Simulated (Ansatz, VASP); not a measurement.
**Cross-check of GdY between VASP and Ansatz**

One calculation is typed for both programs; each brings its own data sets and cutoff. How far apart do they land? The cell is invented: As first built, before any earlier steps moved the atoms (in the runner's words): it takes the YSb structure with some of its atoms replaced by other elements, volume scaled by an estimate. It may not be a known or stable phase. The cell is taken from a series of VASP runs on this material, whose earlier steps may have relaxed, scaled or displaced it; both programs get it as it stands.

Method: plane waves, with VASP 6.6.1 beside it; relaxation of cell and atoms at LDA, in Ansatz 0.2.0.

### 1. Set-up

It takes space group Fm-3m (No. 225, cubic). Conventional cell: a = 6.210 Å, b = 6.210 Å, c = 6.210 Å, α = 90.00°, β = 90.00°, γ = 90.00°. Gd has 6 Y at 3.10 Å nearest. Nearest to Y lie 6 Gd at 3.10 Å. As first built, before any earlier steps moved the atoms (in the runner's words): sites of the YSb structure (space group 225) filled with other elements, volume scaled by an estimate. Farther neighbours are not listed.

### 2. VASP: relaxation of cell and atoms, LDA

The relaxed volume is the usual yardstick between codes: its relative difference is about their pressure difference at one cell divided by the bulk modulus.

Lines of VASP's logs that name or quote its potential files are left out, and so is its time.

INCAR

```
SYSTEM = GdY
PREC = Accurate
ENCUT = 450
EDIFF = 1E-06
NELM = 100
ISMEAR = 1
SIGMA = 0.2
LREAL = .FALSE.
ALGO = Normal
GGA = CA
ISPIN = 2
MAGMOM = 7 0
LMAXMIX = 6
LORBIT = 11
LWAVE = .FALSE.
LCHARG = .FALSE.
IBRION = 2
NSW = 60
ISIF = 3
EDIFFG = -0.01
```

POSCAR

```
GdY
1.0
    0.0000000000      3.1049349179      3.1049349179
    3.1049349179      0.0000000000      3.1049349179
    3.1049349179      3.1049349179      0.0000000000
Gd Y
1 1
Direct
    0.0000000000      0.0000000000      0.0000000000
    0.5000000000      0.5000000000      0.5000000000
```

KPOINTS

```
Automatic mesh
0
Gamma
6 6 6
0 0 0
```

PAW data sets: Gd and Y_sv (PBE family, release 64).

The run is started by

```sh
$ mpirun -np 1 vasp_std
```

Numbers of over 12 decimals in the logs are rounded to 6 here.

The program printed:

```text
[banner, memory and clock lines left out]
running    1 mpi-ranks, on    1 nodes
 distrk:  each k-point on    1 cores,    1 groups
 distr:  one band on    1 cores,    1 groups

 POSCAR found type information on POSCAR GdY
 POSCAR found :  2 types and       2 ions
|                                                                             |
|               ----> ADVICE to this user running VASP <----                  |
|                                                                             |
|     You enforced a specific xc type in the INCAR file but a different       |
|     [... a line on the potential file left out ...]
|     I HOPE YOU KNOW WHAT YOU ARE DOING!                                     |
|                                                                             |

 LDA part: xc-table for (Slater(with rela. corr.)+CA(PZ))
 , standard interpolation
 POSCAR, INCAR and KPOINTS ok, starting setup
 FFT: planning ... GRIDC
 FFT: planning ... GRID_SOFT
 FFT: planning ... GRID
 WAVECAR not read
 entering main loop
       N       E                     dE             d eps       ncg     rms          rms(c)
DAV:   1     0.163619799692E+03    0.16362E+03   -0.11006E+04  1938   0.527E+03
DAV:   2     0.852545236920E+01   -0.15509E+03   -0.14421E+03  1964   0.508E+02
DAV:   3    -0.128617420808E+02   -0.21387E+02   -0.20496E+02  2298   0.118E+02
DAV:   4    -0.156806191517E+02   -0.28189E+01   -0.27454E+01  2728   0.326E+01
DAV:   5    -0.159725432512E+02   -0.29192E+00   -0.26342E+00  2284   0.958E+00    0.407E+01
DAV:   6    -0.215424507197E+02   -0.55699E+01   -0.22334E+01  1870   0.145E+02    0.827E+01
DAV:   7    -0.180436757882E+02    0.34988E+01   -0.27371E+01  2000   0.898E+01    0.234E+01
DAV:   8    -0.173952104806E+02    0.64847E+00   -0.19790E+00  2108   0.488E+01    0.153E+01
DAV:   9    -0.172476864440E+02    0.14752E+00   -0.11718E+00  2068   0.252E+01    0.991E+00
DAV:  10    -0.176620598894E+02   -0.41437E+00   -0.11382E+00  2504   0.164E+01    0.205E+01
DAV:  11    -0.172584682249E+02    0.40359E+00   -0.63035E-01  2206   0.167E+01    0.301E+00
DAV:  12    -0.172701584590E+02   -0.11690E-01   -0.54867E-02  2406   0.211E+00    0.581E+00
DAV:  13    -0.172686582356E+02    0.15002E-02   -0.10169E-02  2430   0.135E+00    0.258E+00
DAV:  14    -0.172750404494E+02   -0.63822E-02   -0.43804E-03  2358   0.128E+00    0.210E+00
[...]
DAV:  19    -0.172709101918E+02   -0.17421E-03   -0.12952E-04  2458   0.141E-01    0.613E-01
DAV:  20    -0.172709160785E+02   -0.58867E-05   -0.72542E-06  1790   0.107E-02    0.613E-01
DAV:  21    -0.172708656458E+02    0.50433E-04   -0.37603E-06  1504   0.465E-02    0.600E-01
DAV:  22    -0.172703889082E+02    0.47674E-03   -0.42357E-04  2016   0.455E-01    0.298E-01
DAV:  23    -0.172702750761E+02    0.11383E-03   -0.68318E-04  2096   0.556E-01    0.172E-01
DAV:  24    -0.172703016053E+02   -0.26529E-04   -0.15553E-04  2640   0.653E-02    0.303E-01
DAV:  25    -0.172703054585E+02   -0.38532E-05   -0.63366E-06  1790   0.203E-02    0.324E-01
DAV:  26    -0.172703047089E+02    0.74953E-06   -0.33077E-07  1196   0.103E-02
   1 F= -.17270305E+02 E0= -.17275702E+02  d E =-.172703E+02  mag=     7.7298
[... from here on, the cycles between the ionic steps are left out ...]
   2 F= -.17269522E+02 E0= -.17274595E+02  d E =0.782693E-03  mag=     7.7296
   3 F= -.17270093E+02 E0= -.17275383E+02  d E =0.211964E-03  mag=     7.7299
   4 F= -.17270246E+02 E0= -.17275622E+02  d E =0.589908E-04  mag=     7.7316
   5 F= -.17270274E+02 E0= -.17275682E+02  d E =0.312005E-04  mag=     7.7298
   6 F= -.17270292E+02 E0= -.17275785E+02  d E =0.130382E-04  mag=     7.7318
   7 F= -.17270294E+02 E0= -.17275752E+02  d E =0.108094E-04  mag=     7.7301
 curvature:  -0.09 expect dE=-0.351E-05 dE for cont linesearch -0.351E-05
 ZBRENT: interpolating
 opt :   0.0391  next Energy=   -17.270296 (dE= 0.861E-05)
 bond charge predicted
       N       E                     dE             d eps       ncg     rms          rms(c)
DAV:   1    -0.172703232224E+02   -0.29825E-04   -0.15579E-04  1964   0.196E-01    0.120E-01
DAV:   2    -0.172704118013E+02   -0.88579E-04   -0.72872E-04  1634   0.592E-01    0.391E-01
DAV:   3    -0.172703013563E+02    0.11045E-03   -0.21981E-04  1808   0.335E-01    0.978E-02
DAV:   4    -0.172702950881E+02    0.62681E-05   -0.16540E-05  2074   0.683E-02    0.612E-02
DAV:   5    -0.172702949838E+02    0.10437E-06   -0.17440E-06  1290   0.878E-03
   8 F= -.17270295E+02 E0= -.17275738E+02  d E =0.972519E-05  mag=     7.7301
 curvature:  -0.06 expect dE=-0.391E-06 dE for cont linesearch -0.391E-06
 trial: gam=-0.05650 g(F)=  0.110E-59 g(S)=  0.678E-05 ort = 0.113E-03 (trialstep = 0.808E+00)
 search vector abs. value=  0.246E-07
 reached required accuracy - stopping structural energy minimisation
```

From OUTCAR (step 2):

```text
ion  position               nearest neighbor table
   1  0.000  0.000  0.000-   2 3.10   2 3.10   2 3.10   2 3.10   2 3.10   2 3.10
   2  0.500  0.500  0.500-   1 3.10   1 3.10   1 3.10   1 3.10   1 3.10   1 3.10

  LATTYP: Found a face centered cubic cell.
 ALAT       =     6.2098698358

 Subroutine GETGRP returns: Found 48 space group operations
 (whereof 48 operations were pure point group operations)

The static configuration has the point symmetry O_h .

 Found     16 irreducible k-points:

   k-points           NKPTS =     16   k-points in BZ     NKDIM =     16   number of bands    NBANDS=     22

   dimension x,y,z NGX =    30 NGY =   30 NGZ =   30
   dimension x,y,z NGXF=    60 NGYF=   60 NGZF=   60

   ENCUT  =  450.0 eV  33.07 Ry    5.75 a.u.   7.60  7.60  7.60*2*pi/ulx,y,z

   NELECT =      29.0000    total number of electrons

 k-points in reciprocal lattice and weights: Automatic mesh
   0.00000000  0.00000000  0.00000000       0.005
   0.16666667  0.00000000  0.00000000       0.037
   0.33333333  0.00000000  0.00000000       0.037
   0.50000000  0.00000000  0.00000000       0.019
   0.16666667  0.16666667  0.00000000       0.028
   0.33333333  0.16666667  0.00000000       0.111
   0.50000000  0.16666667  0.00000000       0.111
  -0.33333333  0.16666667  0.00000000       0.111
  -0.16666667  0.16666667  0.00000000       0.056
[...]
-0.33333333  0.33333333  0.16666667       0.111
  -0.33333333  0.50000000  0.16666667       0.056

 average (electrostatic) potential at core
       1 -42.1176       2 -36.9919

 E-fermi :   3.1203

 spin component 1
 k-point     1 :       0.0000    0.0000    0.0000
  band No.  band energies     occupation
    ...
     17       1.9286      1.00000
     18       1.9286      1.00000
     19       2.0150      1.00000
     20       2.0150      1.00000
     21       2.0150      1.00000
     22       9.0059      0.00000

 k-point     2 :       0.1667    0.0000    0.0000
  band No.  band energies     occupation
    ...
     17       1.9536      1.00000
     18       2.2743      1.00000
     19       2.2743      1.00000
     20       2.3732      1.00000
     21       2.3732      1.00000
     22       8.4479      0.00000

 k-point     3 :       0.3333    0.0000    0.0000
  band No.  band energies     occupation
    ...
     13      -1.2839      1.00000
     14      -1.2695      1.00000
     15      -1.2440      1.00000
     16       0.2105      1.00000
     17       1.9174      1.00000
     18       3.2029      0.18137
     19       3.2029      0.18137
     20       3.3886     -0.03367
     21       3.3886     -0.03367
     22       6.9077     -0.00000

 k-point     4 :       0.5000    0.0000    0.0000
  band No.  band energies     occupation
    ...
     13      -1.2934      1.00000
     14      -1.2611      1.00000
     15      -1.2435      1.00000
     16       1.3702      1.00000
     17       1.7311      1.00000
     18       4.0571     -0.00000
     19       4.0571     -0.00000
     20       4.4543     -0.00000
     21       4.4543     -0.00000
     22       5.8854     -0.00000

 k-point     5 :       0.1667    0.1667    0.0000
  band No.  band energies     occupation
    ...
     17       1.5661      1.00000
     18       2.1196      1.00000
     19       2.6209      1.00117
     20       2.6949      1.00519
     21       2.6949      1.00519
     22       7.8676      0.00000

 k-point     6 :       0.3333    0.1667    0.0000
  band No.  band energies     occupation
    ...
     14      -1.2697      1.00000
     15      -1.2532      1.00000
     16      -0.0308      1.00000
     17       1.4409      1.00000
     18       2.6192      1.00113
     19       3.3499     -0.03445
     20       3.5045     -0.01023
     21       3.6517     -0.00056
     22       5.9315     -0.00000

  Total       -0.0096823     -0.0096823     -0.0096823     -0.0000000      0.0000000     -0.0000000
  in kB       -0.2592382     -0.2592382     -0.2592382     -0.0000000      0.0000000     -0.0000000
  external PRESSURE =      -0.2592382 kB  Pullay stress =       0.0000000 kB

  energy-cutoff  :      450.00
  volume of cell :       59.84
      direct lattice vectors                 reciprocal lattice vectors
    -0.000000000  3.104463627  3.104463627    -0.161058418  0.161058418  0.161058418
     3.104463627 -0.000000000  3.104463627     0.161058418 -0.161058418  0.161058418
     3.104463627  3.104463627  0.000000000     0.161058418  0.161058418 -0.161058418

 POSITION                                       TOTAL-FORCE (eV/Angst)
 -----------------------------------------------------------------------------------
      0.00000      0.00000      0.00000         0.000000      0.000000     -0.000000
      3.10446      3.10446      3.10446        -0.000000     -0.000000      0.000000
 -----------------------------------------------------------------------------------
    total drift:                               -0.000000      0.000000      0.000000

  FREE ENERGIE OF THE ION-ELECTRON SYSTEM (eV)
  ---------------------------------------------------
  free  energy   TOTEN  =       -17.2702949838 eV

  energy  without entropy=      -17.2866231580  energy(sigma->0) =      -17.27573771

 reached required accuracy - stopping structural energy minimisation

 total charge
# of ion       s       p       d       f       tot
--------------------------------------------------
    1        2.076   5.501   0.722   7.025  15.324
    2        2.294   6.156   1.239   0.015   9.705
--------------------------------------------------
tot          4.370  11.657   1.961   7.040  25.028

 magnetization (x)
# of ion       s       p       d       f       tot
--------------------------------------------------
    1        0.015  -0.051   0.253   6.741   6.958
    2        0.033   0.046   0.217   0.003   0.299
--------------------------------------------------
tot          0.048  -0.006   0.471   6.744   7.257

[... 6 further parts left out ...]
```

CONTCAR:

```
GdY
   1.00000000000000
    -0.0000000000000000    3.1044636274258846    3.1044636274258846
     3.1044636274258846   -0.0000000000000000    3.1044636274258846
     3.1044636274258846    3.1044636274258846    0.0000000000000000
  Gd              Y
     1     1
Direct
     0.0000000000000000    0.0000000000000000    0.0000000000000000
     0.5000000000000000    0.5000000000000000    0.5000000000000000
```

The cell holds one magnetic atom, so no antiferromagnetic order fits into it. Without U or exact exchange, f electrons of an open shell come out too delocalised. The PAW data sets were made with PBE, a small mismatch for LDA. The run keeps the 48 symmetry operations of its start, so it cannot find a distortion of lower symmetry.

(Continued in part 2 of 2.)

[Lines on the potential files, build, host, timing and source positions are cut from VASP's logs without a mark.]

[Logs are printed without paths, hosts, clocks, repeated set-up lines and the standing remarks that a program may print on its own settings, such as how far it seeks lower states.]

[Hosts, paths, dates, database ids (printed as entryN), source tags and the programs' standing remarks are cut or masked in the printed files.]
